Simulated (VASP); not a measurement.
# A VASP study of CO2 (PBEsol): structure first, properties next, part 4 of 7

Aim: relax CO2, then compute properties on the relaxed cell. The start is a computed cell from the Materials Project.

VASP 6.6.1; PBEsol; plane waves and PAW (C, O).

So far, gap on the k-mesh (eV): 7.54 in steps 3, 4 and 7.

### 8. Vibrations at Γ (PBEsol)

Zone-centre modes test whether the atoms sit at a minimum within this cell. IBRION = 8 takes the force constants from linear response, which needs tightly converged orbitals.

INCAR reads:

```
SYSTEM = CO2
PREC = Accurate
ENCUT = 520
EDIFF = 1E-08
NELM = 100
ISMEAR = 0
SIGMA = 0.05
LREAL = .FALSE.
ALGO = Normal
GGA = PS
NBANDS = 22
LORBIT = 11
LWAVE = .FALSE.
LCHARG = .FALSE.
KPAR = 4
IBRION = 8
LEPSILON = .TRUE.
ISIF = 2
```

POSCAR reads:

```
CO2
1.0
   -1.9648110210      1.9648110210      2.9708075794
    1.9648110210     -1.9648110210      2.9708075794
    1.9648110210      1.9648110210     -2.9708075794
C O
2 4
Direct
    0.7500000000      0.2500000000      0.5000000000
    0.0000000000      0.0000000000      0.0000000000
    0.7080362586      0.1250000000      0.0830362586
    0.0419637414      0.6250000000      0.9169637414
    0.3750000000      0.2919637414      0.4169637414
    0.8750000000      0.9580362586      0.5830362586
```

KPOINTS reads:

```
Automatic mesh
0
Gamma
8 8 8
0 0 0
```

Potentials, in the order of the species: C and O (PBE family, release 64).

On the command line:

```bash
> mpirun -np 4 vasp_std
```

The program printed:

```text
[... set-up lines as in an earlier step ...]
 entering main loop
       N       E                     dE             d eps       ncg     rms          rms(c)
[... 12 cycles as in an earlier step ...]
DAV:  13    -0.460814579239E+02   -0.13102E-06   -0.25923E-06  3262   0.118E-02    0.280E-03
DAV:  14    -0.460814579358E+02   -0.11934E-07   -0.34961E-07  3166   0.520E-03    0.827E-04
DAV:  15    -0.460814580109E+02   -0.75076E-07   -0.40901E-08  3214   0.145E-03    0.184E-04
DAV:  16    -0.460814580141E+02   -0.32169E-08   -0.24046E-09  1880   0.370E-04
   1 F= -.46081458E+02 E0= -.46081458E+02  d E =-.183369E-12
 Linear response reoptimize wavefunctions to high precision
DAV:   1    -0.460814580129E+02    0.11669E-08   -0.49255E-10  2042   0.158E-04
DAV:   2    -0.460814580130E+02   -0.32742E-10   -0.70832E-11  1706   0.599E-05
 Linear response G [H, r] |phi>, progress :
  Direction:   1
       N       E                     dE             d eps       ncg     rms
RMM:   1    -0.136283886161E+03   -0.13628E+03    0.53712E+01  6347   0.109E+02
RMM:   2    -0.114861831715E+03    0.21422E+02   -0.11720E+01  4306   0.266E+01
RMM:   3    -0.114997754996E+03   -0.13592E+00   -0.27022E-01  4756   0.311E+00
RMM:   4    -0.115003506345E+03   -0.57513E-02   -0.88940E-03  4913   0.531E-01
RMM:   5    -0.115003549906E+03   -0.43561E-04   -0.90900E-04  4943   0.103E-01
RMM:   6    -0.115003550860E+03   -0.95410E-06   -0.41827E-04  4951   0.221E-02
RMM:   7    -0.115003550378E+03    0.48209E-06   -0.39496E-04  4951   0.567E-03
RMM:   8    -0.115003551713E+03   -0.13346E-05   -0.40668E-04  4675   0.216E-03
RMM:   9    -0.115003551426E+03    0.28685E-06   -0.40263E-04  3992   0.144E-03
RMM:  10    -0.115003548895E+03    0.25304E-05   -0.37454E-04  3594   0.131E-03
RMM:  11    -0.115003553276E+03   -0.43806E-05   -0.45998E-04  2891   0.128E-03
RMM:  12    -0.115003544655E+03    0.86208E-05   -0.32944E-04  2824   0.125E-03
RMM:  13    -0.115003543678E+03    0.97674E-06   -0.46287E-04  2839   0.125E-03
 Linear response G [H, r] |phi>, progress :
  Direction:   2
       N       E                     dE             d eps       ncg     rms
RMM:   1    -0.136560978280E+03   -0.13656E+03    0.60544E+01  6368   0.110E+02
RMM:   2    -0.114359790875E+03    0.22201E+02   -0.12256E+01  4337   0.272E+01
RMM:   3    -0.114501633808E+03   -0.14184E+00   -0.28253E-01  4759   0.319E+00
RMM:   4    -0.114507918878E+03   -0.62851E-02   -0.87291E-03  4910   0.543E-01
RMM:   5    -0.114507978566E+03   -0.59688E-04   -0.61386E-04  4930   0.107E-01
RMM:   6    -0.114507976910E+03    0.16556E-05   -0.75379E-05  4937   0.224E-02
RMM:   7    -0.114507972714E+03    0.41961E-05   -0.14686E-05  4938   0.565E-03
RMM:   8    -0.114507972186E+03    0.52843E-06   -0.77060E-06  4694   0.204E-03
RMM:   9    -0.114507971849E+03    0.33704E-06    0.12313E-06  4001   0.131E-03
RMM:  10    -0.114507972809E+03   -0.95993E-06   -0.17629E-06  3610   0.117E-03
RMM:  11    -0.114507972363E+03    0.44597E-06   -0.35325E-05  2878   0.114E-03
RMM:  12    -0.114507971697E+03    0.66541E-06   -0.12363E-05  2814   0.112E-03
RMM:  13    -0.114507972023E+03   -0.32619E-06   -0.48812E-05  2808   0.112E-03
 Linear response G [H, r] |phi>, progress :
  Direction:   3
       N       E                     dE             d eps       ncg     rms
RMM:   1    -0.134431127280E+03   -0.13443E+03    0.60361E+01  6261   0.108E+02
RMM:   2    -0.115020884323E+03    0.19410E+02   -0.10806E+01  4315   0.253E+01
RMM:   3    -0.115134722008E+03   -0.11384E+00   -0.19754E-01  4639   0.277E+00
RMM:   4    -0.115138718335E+03   -0.39963E-02   -0.54415E-03  4851   0.458E-01
RMM:   5    -0.115138836826E+03   -0.11849E-03   -0.26513E-04  4894   0.882E-02
RMM:   6    -0.115138843749E+03   -0.69236E-05   -0.77187E-06  4921   0.186E-02
RMM:   7    -0.115138844464E+03   -0.71476E-06   -0.19350E-06  4916   0.472E-03
RMM:   8    -0.115138844510E+03   -0.46176E-07   -0.17395E-06  4613   0.176E-03
RMM:   9    -0.115138844547E+03   -0.36432E-07   -0.17169E-06  3880   0.115E-03
RMM:  10    -0.115138844578E+03   -0.31055E-07   -0.35352E-06  3414   0.103E-03
RMM:  11    -0.115138844575E+03    0.28078E-08    0.16151E-05  2820   0.101E-03
RMM:  12    -0.115138844585E+03   -0.99513E-08    0.78348E-06  2722   0.993E-04
RMM:  13    -0.115138844590E+03   -0.51252E-08   -0.61033E-06  2750   0.990E-04
 Linear response to external field (no local field effect), progress :
  Direction:   1
       N       E                     dE             d eps       ncg     rms          rms(c)
RMM:   1    -0.310242495780E+00   -0.31024E+00   -0.98295E-01  4897   0.340E+00
RMM:   2    -0.318520159393E+00   -0.82777E-02   -0.10214E-02  4502   0.625E-01
RMM:   3    -0.318632923423E+00   -0.11276E-03   -0.18494E-04  4631   0.706E-02
RMM:   4    -0.318636346318E+00   -0.34229E-05   -0.65993E-06  4757   0.125E-02
RMM:   5    -0.318636469143E+00   -0.12283E-06   -0.29070E-07  4609   0.233E-03
RMM:   6    -0.318636474586E+00   -0.54425E-08   -0.33492E-08  4180   0.539E-04
 change of polarisation eV/A/(eV/A) component  1 :     0.637     0.014    -0.018
 dielectric tensor                  component  1 :     3.514     0.054    -0.071
 Linear response to external field (no local field effect), progress :
  Direction:   2
       N       E                     dE             d eps       ncg     rms          rms(c)
RMM:   1    -0.303696162070E+00   -0.30370E+00   -0.95064E-01  4902   0.339E+00
RMM:   2    -0.311642328798E+00   -0.79462E-02   -0.99496E-03  4510   0.625E-01
RMM:   3    -0.311752275008E+00   -0.10995E-03   -0.17602E-04  4637   0.698E-02
RMM:   4    -0.311755477286E+00   -0.32023E-05   -0.62184E-06  4731   0.122E-02
RMM:   5    -0.311755589309E+00   -0.11202E-06   -0.28736E-07  4597   0.225E-03
RMM:   6    -0.311755593446E+00   -0.41373E-08   -0.30612E-08  4147   0.521E-04
 change of polarisation eV/A/(eV/A) component  2 :     0.014     0.624    -0.025
 dielectric tensor                  component  2 :     0.054     3.459    -0.100
 Linear response to external field (no local field effect), progress :
  Direction:   3
       N       E                     dE             d eps       ncg     rms          rms(c)
RMM:   1    -0.285204865165E+00   -0.28520E+00   -0.85958E-01  4983   0.321E+00
RMM:   2    -0.291514326068E+00   -0.63095E-02   -0.88970E-03  4414   0.611E-01
RMM:   3    -0.291636079812E+00   -0.12175E-03   -0.18477E-04  4609   0.708E-02
RMM:   4    -0.291639774263E+00   -0.36945E-05   -0.60787E-06  4730   0.124E-02
RMM:   5    -0.291639891215E+00   -0.11695E-06   -0.27565E-07  4660   0.229E-03
RMM:   6    -0.291639895928E+00   -0.47134E-08   -0.19765E-08  4140   0.519E-04
[...]
RMM:   7    -0.299037321843E+00   -0.87134E-04   -0.53696E-07  7565   0.551E-03    0.561E-04
RMM:   8    -0.299043687261E+00   -0.63654E-05   -0.25791E-08  7701   0.938E-04    0.139E-04
RMM:   9    -0.299044649467E+00   -0.96221E-06   -0.63820E-09  7077   0.337E-04    0.412E-05
RMM:  10    -0.299043699924E+00    0.94954E-06   -0.61748E-09  5679   0.111E-04    0.998E-06
 change of polarisation eV/A/(eV/A) component  3 :    -0.022    -0.010     0.558
 dielectric tensor                  component  3 :    -0.088    -0.038     3.200
 Linear response DOF=           5
 Linear response progress:
  Degree of freedom:   1/  5
       N       E                     dE             d eps       ncg     rms          rms(c)
RMM:   1    -0.125586328769E+00   -0.12559E+00    0.20289E-01 32700   0.292E+00
RMM:   2    -0.108447910714E+00    0.17138E-01   -0.89147E-03 19975   0.759E-01    0.190E-01
RMM:   3    -0.107864474523E+00    0.58344E-03   -0.55589E-04 20587   0.141E-01    0.116E-01
RMM:   4    -0.107609046346E+00    0.25543E-03   -0.12599E-04 19984   0.898E-02    0.396E-02
RMM:   5    -0.107602768251E+00    0.62781E-05   -0.33667E-05 20346   0.426E-02    0.713E-03
RMM:   6    -0.107590025304E+00    0.12743E-04   -0.27305E-06 20564   0.939E-03    0.148E-03
RMM:   7    -0.107591363613E+00   -0.13383E-05   -0.30032E-07 21033   0.301E-03    0.737E-04
RMM:   8    -0.107591001289E+00    0.36232E-06   -0.32029E-08 20491   0.974E-04    0.121E-04
RMM:   9    -0.107591307743E+00   -0.30645E-06   -0.15715E-08 20952   0.288E-04    0.611E-05
RMM:  10    -0.107591318430E+00   -0.10687E-07   -0.41689E-08 20704   0.155E-04    0.217E-05
RMM:  11    -0.107591356708E+00   -0.38278E-07   -0.78756E-08 21152   0.547E-05    0.365E-06
RMM:  12    -0.107591352246E+00    0.44623E-08   -0.93769E-09 21257   0.332E-05    0.247E-06
 first order change of Fermi-energy  -0.34928E-02
 force on displaced ion       1 direction 1 : -34.775  -0.001   0.000
 Born effective charge ion    1 direction 1 :   2.922  -0.762  -0.000
 Linear response progress:
  Degree of freedom:   2/  5
       N       E                     dE             d eps       ncg     rms          rms(c)
RMM:   1    -0.117624259742E+00   -0.11762E+00    0.21649E-01 18522   0.280E+00
RMM:   2    -0.107542850415E+00    0.10081E-01   -0.74744E-03 11319   0.687E-01    0.188E-01
RMM:   3    -0.106786640347E+00    0.75621E-03   -0.71989E-04 11782   0.153E-01    0.112E-01
RMM:   4    -0.106451515255E+00    0.33513E-03   -0.15673E-04 11601   0.893E-02    0.396E-02
RMM:   5    -0.106406287852E+00    0.45227E-04   -0.35769E-05 11716   0.412E-02    0.827E-03
RMM:   6    -0.106401018319E+00    0.52695E-05   -0.31478E-06 11795   0.975E-03    0.130E-03
RMM:   7    -0.106399813667E+00    0.12047E-05   -0.84503E-07 12180   0.254E-03    0.690E-04
RMM:   8    -0.106399405653E+00    0.40801E-06    0.76068E-08 11719   0.943E-04    0.116E-04
RMM:   9    -0.106399617090E+00   -0.21144E-06    0.69924E-08 12104   0.327E-04    0.776E-05
RMM:  10    -0.106399649281E+00   -0.32191E-07    0.74914E-09 11970   0.162E-04    0.796E-06
RMM:  11    -0.106399650857E+00   -0.15755E-08   -0.47861E-08 12043   0.433E-05    0.266E-06
 first order change of Fermi-energy  -0.24849E-01
 force on displaced ion       1 direction 3 :   0.000   0.000 -36.156
 Born effective charge ion    1 direction 3 :   0.000   0.000   2.836
 Linear response progress:
  Degree of freedom:   3/  5
       N       E                     dE             d eps       ncg     rms          rms(c)
RMM:   1    -0.377017228856E+00   -0.37702E+00    0.35275E-01 24176   0.408E+00
RMM:   2    -0.361117479822E+00    0.15900E-01   -0.13636E-02 19203   0.802E-01    0.311E-01
RMM:   3    -0.362089593160E+00   -0.97211E-03   -0.16395E-03 19916   0.241E-01    0.165E-01
RMM:   4    -0.363564799368E+00   -0.14752E-02   -0.55771E-04 19434   0.141E-01    0.528E-02
RMM:   5    -0.363951276313E+00   -0.38648E-03   -0.43806E-05 21111   0.405E-02    0.142E-02
RMM:   6    -0.363958556144E+00   -0.72798E-05   -0.15568E-06 21315   0.772E-03    0.425E-03
RMM:   7    -0.363943712499E+00    0.14844E-04   -0.78407E-08 21231   0.341E-03    0.484E-04
RMM:   8    -0.363941945660E+00    0.17668E-05   -0.76145E-08 21580   0.684E-04    0.121E-04
RMM:   9    -0.363942355714E+00   -0.41005E-06   -0.53696E-08 21523   0.181E-04    0.380E-05
RMM:  10    -0.363942657507E+00   -0.30179E-06   -0.66703E-08 21452   0.946E-05    0.766E-06
RMM:  11    -0.363942611451E+00    0.46056E-07   -0.63473E-08 21555   0.584E-05    0.302E-06
RMM:  12    -0.363942646712E+00   -0.35261E-07   -0.68135E-08 20547   0.481E-05    0.458E-07
RMM:  13    -0.363942644022E+00    0.26900E-08   -0.66436E-08 16483   0.447E-05    0.172E-07
 first order change of Fermi-energy  -0.30344E+00
 force on displaced ion       3 direction 1 : -31.354  -0.002  15.062
 Born effective charge ion    3 direction 1 :  -1.991   0.000   0.728
 Linear response progress:
  Degree of freedom:   4/  5
       N       E                     dE             d eps       ncg     rms          rms(c)
RMM:   1    -0.382191723243E+00   -0.38219E+00    0.19146E-01 14937   0.390E+00
RMM:   2    -0.360036518908E+00    0.22155E-01   -0.12329E-02 11418   0.734E-01    0.337E-01
RMM:   3    -0.360097722381E+00   -0.61203E-04   -0.48076E-03 11346   0.410E-01    0.136E-01
RMM:   4    -0.360740887239E+00   -0.64316E-03   -0.18818E-04 11254   0.848E-02    0.739E-02
RMM:   5    -0.361492314536E+00   -0.75143E-03   -0.10716E-04 10489   0.623E-02    0.133E-02
RMM:   6    -0.361501998901E+00   -0.96844E-05   -0.20292E-05 11858   0.137E-02    0.412E-03
RMM:   7    -0.361481268162E+00    0.20731E-04   -0.27649E-06 11686   0.479E-03    0.810E-04
RMM:   8    -0.361484042123E+00   -0.27740E-05    0.12601E-06 12123   0.146E-03    0.383E-04
RMM:   9    -0.361482975958E+00    0.10662E-05   -0.63607E-07 11954   0.530E-04    0.112E-04
RMM:  10    -0.361482783361E+00    0.19260E-06   -0.42069E-07 12165   0.229E-04    0.322E-05
RMM:  11    -0.361482923061E+00   -0.13970E-06   -0.22785E-07 11894   0.100E-04    0.127E-05
RMM:  12    -0.361483043217E+00   -0.12016E-06   -0.27040E-07 12255   0.544E-05    0.380E-06
RMM:  13    -0.361483049559E+00   -0.63418E-08   -0.28262E-07 11787   0.382E-05    0.781E-07
RMM:  14    -0.361483051516E+00   -0.19570E-08   -0.29195E-07 10525   0.341E-05    0.158E-07
RMM:  15    -0.361483050976E+00    0.53948E-09   -0.28499E-07  7687   0.331E-05    0.510E-08
 first order change of Fermi-energy  -0.13204E+01
 force on displaced ion       3 direction 2 :   0.000 -27.559   0.000
 Born effective charge ion    3 direction 2 :   0.000  -0.933   0.000
 Linear response progress:
  Degree of freedom:   5/  5
       N       E                     dE             d eps       ncg     rms          rms(c)
RMM:   1    -0.377009763022E+00   -0.37701E+00    0.25756E-01 24270   0.393E+00
RMM:   2    -0.364774885505E+00    0.12235E-01   -0.12646E-02 19288   0.732E-01    0.269E-01
RMM:   3    -0.366011412151E+00   -0.12365E-02   -0.11845E-03 19839   0.209E-01    0.144E-01
RMM:   4    -0.367643245425E+00   -0.16318E-02   -0.47090E-04 18827   0.132E-01    0.420E-02
RMM:   5    -0.368006953985E+00   -0.36371E-03   -0.32559E-05 20748   0.352E-02    0.109E-02
RMM:   6    -0.368004022499E+00    0.29315E-05   -0.15597E-06 20749   0.861E-03    0.190E-03
RMM:   7    -0.368001639068E+00    0.23834E-05   -0.12046E-07 21059   0.190E-03    0.443E-04
RMM:   8    -0.368001190764E+00    0.44830E-06   -0.19990E-08 21253   0.551E-04    0.143E-04
RMM:   9    -0.368000531926E+00    0.65884E-06   -0.10648E-08 21276   0.206E-04    0.410E-05
RMM:  10    -0.368000726185E+00   -0.19426E-06   -0.18587E-08 20203   0.907E-05    0.841E-06
RMM:  11    -0.368000747846E+00   -0.21661E-07   -0.10890E-08 21335   0.528E-05    0.340E-06
RMM:  12    -0.368000759245E+00   -0.11399E-07   -0.10362E-08 20564   0.427E-05    0.938E-07
RMM:  13    -0.368000753157E+00    0.60873E-08   -0.17316E-08 18070   0.386E-05    0.210E-07
 first order change of Fermi-energy   0.14150E+00
 force on displaced ion       3 direction 3 :  15.058   0.004 -23.145
 Born effective charge ion    3 direction 3 :   0.855  -0.000  -1.418
 Born effective charges drift removed
 Linear response finished
```

The job ended after 8.6 min (4 MPI ranks of AMD EPYC 9R14 (Zen 4), shared host; peak memory 3.2 GiB; 34 min of CPU time).

(Continued in part 5 of 7.)

[Lines on the potential files, build, host, timing and source positions are cut from VASP's logs without a mark.]

[Logs are printed without paths, hosts, clocks, repeated set-up lines and the standing remarks that a program may print on its own settings, such as how far it seeks lower states.]

[Hosts, paths, dates, database ids (printed as entryN), source tags and the programs' standing remarks are cut or masked in the printed files.]

[A measured line is paired with the nearest computed mode of its activity, which favours agreement.]

[In band tables of VASP the shares of atoms and orbitals are scaled to a sum of 1 inside the atoms' spheres.]
